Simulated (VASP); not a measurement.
Method: r2SCAN+rVV10, VASP's PBE PAW potentials (set 64) (plane waves; VASP 6.6.1).

VASP ran on this input.

**KPOINTS**
```
kpoints
0
G
  13 13 7
0 0 0
```

**INCAR**
```
LMAXMIX = 4   ! l cut-off of mixed one-centre charges
EDIFFG = -0.01
ENCUT = 400
NELM = 100
EDIFF = 1E-6   ! SCF stop (eV)
LREAL = .FALSE.   ! projection in real space or not
LASPH = .TRUE.   ! aspherical one-centre terms
NSW = 60
IBRION = 2
SIGMA = 0.1   ! width (eV)
CPARAM = 0.0093
METAGGA = R2SCAN
LUSE_VDW = .TRUE.
LWAVE = .FALSE.
PREC = Accurate
ISMEAR = 1
LMIXTAU = .TRUE.
SYSTEM = Ti
ALGO = Normal   ! blocked Davidson
BPARAM = 11.95
ISIF = 3
LCHARG = .FALSE.
```

**POSCAR**
```
Ti
1
    2.9271815011    -0.0000000000     0.0000000000
   -1.4635907506     2.5350135989    -0.0000000000
   -0.0000000000    -0.0000000000     4.6195118816
Ti
2
Direct
  0.3333330000   0.6666670000   0.2500000000
  0.6666670000   0.3333330000   0.7500000000
```

POTCAR, in this order: Ti_sv (PBE.64 set). Program: vasp_std.

Output of the run:

OUTCAR:
```
 ion  position               nearest neighbor table
   1  0.333  0.667  0.250-   2 2.86   2 2.86   2 2.86   2 2.86   2 2.86   2 2.86
   2  0.667  0.333  0.750-   1 2.86   1 2.86   1 2.86   1 2.86   1 2.86   1 2.86
  LATTYP: Found a hexagonal cell.
 ALAT       =     2.9271815011
 C/A-ratio  =     1.5781433026
 Subroutine PRICEL returns:
 Original cell was already a primitive cell.
 Subroutine GETGRP returns: Found 24 space group operations
The static configuration has the point symmetry D_3d.
 The point group associated with its full space group is D_6h.
The dynamic configuration has the point symmetry D_3d.
 Subroutine INISYM returns: Found 24 space group operations
 Subroutine IBZKPT returns following result:
 Found     84 irreducible k-points:

 Following reciprocal coordinates:
            Coordinates               Weight
  0.000000  0.000000  0.000000      1.000000
  0.076923  0.000000  0.000000      6.000000
  0.153846  0.000000  0.000000      6.000000
  0.230769  0.000000  0.000000      6.000000
  0.307692  0.000000  0.000000      6.000000
  0.384615  0.000000  0.000000      6.000000
  0.461538  0.000000  0.000000      6.000000
...
```

OSZICAR:
```
       N       E                     dE             d eps       ncg     rms          rms(c)
DAV:   1     0.224189601446E+03    0.22419E+03   -0.12284E+04  2688   0.164E+03
DAV:   2    -0.374703308613E+01   -0.22794E+03   -0.22647E+03  2776   0.470E+02
DAV:   3    -0.327665016383E+02   -0.29019E+02   -0.28857E+02  5296   0.136E+02
DAV:   4    -0.340183783496E+02   -0.12519E+01   -0.12517E+01  2744   0.299E+01
DAV:   5    -0.340865946570E+02   -0.68216E-01   -0.68215E-01  4416   0.502E+00    0.147E+01
DAV:   6    -0.265224728743E+02    0.75641E+01   -0.20986E+01  3360   0.611E+01    0.198E+00
DAV:   7    -0.240565921027E+02    0.24659E+01   -0.30633E+00  4408   0.141E+01    0.247E+00
DAV:   8    -0.248543209774E+02   -0.79773E+00   -0.57944E-01  3552   0.499E+00    0.194E+00
DAV:   9    -0.253576378743E+02   -0.50332E+00   -0.63037E-01  2688   0.103E+01    0.176E+00
DAV:  10    -0.253309002509E+02    0.26738E-01   -0.22403E-01  3128   0.527E+00    0.393E-01
DAV:  11    -0.253363720858E+02   -0.54718E-02   -0.13812E-02  3712   0.999E-01    0.304E-01
DAV:  12    -0.253189028321E+02    0.17469E-01   -0.16198E-02  3192   0.112E+00    0.838E-02
DAV:  13    -0.253295538059E+02   -0.10651E-01   -0.32945E-03  2896   0.644E-01    0.516E-02
DAV:  14    -0.253295998384E+02   -0.46032E-04   -0.47328E-04  3792   0.188E-01    0.308E-02
DAV:  15    -0.253304469653E+02   -0.84713E-03   -0.24198E-04  2808   0.165E-01    0.181E-02
DAV:  16    -0.253303658999E+02    0.81065E-04   -0.47671E-05  3704   0.643E-02    0.641E-03
DAV:  17    -0.253303530011E+02    0.12899E-04   -0.76906E-06  2272   0.313E-02    0.254E-03
DAV:  18    -0.253303612188E+02   -0.82177E-05   -0.13677E-06  1864   0.123E-02    0.209E-03
DAV:  19    -0.253303576760E+02    0.35428E-05   -0.24672E-07  1528   0.662E-03    0.121E-03
DAV:  20    -0.253303556828E+02    0.19932E-05   -0.83380E-08  1448   0.363E-03    0.923E-04
DAV:  21    -0.253303554643E+02    0.21853E-06   -0.32089E-08  1432   0.203E-03
   1 F= -.25330355E+02 E0= -.25330278E+02  d E =-.253304E+02
```

File OUTCAR:
```
------------------------ aborting loop because EDIFF is reached ----------------------------------------
  FORCE on cell =-STRESS in cart. coord.  units (eV):
  Direction    XX          YY          ZZ          XY          YZ          ZX
  --------------------------------------------------------------------------------------
  Total        0.0096202      0.0096202      0.0119053     -0.0000000      0.0000000     -0.0000000
  in kB        0.4496461      0.4496461      0.5564469     -0.0000000      0.0000000     -0.0000000
  external PRESSURE =       0.4852464 kB  Pullay stress =       0.0000000 kB
  volume of cell :       34.28
      direct lattice vectors                 reciprocal lattice vectors
     2.927181501  0.000000000  0.000000000     0.341625553  0.197237601  0.000000000
    -1.463590751  2.535013599  0.000000000     0.000000000  0.394475201  0.000000000
     0.000000000  0.000000000  4.619511882     0.000000000  0.000000000  0.216473088
 POSITION                                       TOTAL-FORCE (eV/Angst)
 -----------------------------------------------------------------------------------
     -0.00000      1.69001      1.15488        -0.000000      0.000000      0.000000
      1.46359      0.84500      3.46463         0.000000     -0.000000      0.000000
 -----------------------------------------------------------------------------------
    total drift:                               -0.002321      0.001340     -0.000673
  FREE ENERGIE OF THE ION-ELECTRON SYSTEM (eV)
  ---------------------------------------------------
  free  energy   TOTEN  =       -25.3303554643 eV

  energy  without entropy=      -25.3301233662  energy(sigma->0) =      -25.33027810

 reached required accuracy - stopping structural energy minimisation
```
(Selected blocks of OUTCAR.)

The structure comes from a measured Ti entry (P6_3/mmc) of the Crystallography Open Database, whose conditions weren't checked. It was relaxed first. The start is the result of an earlier pass.
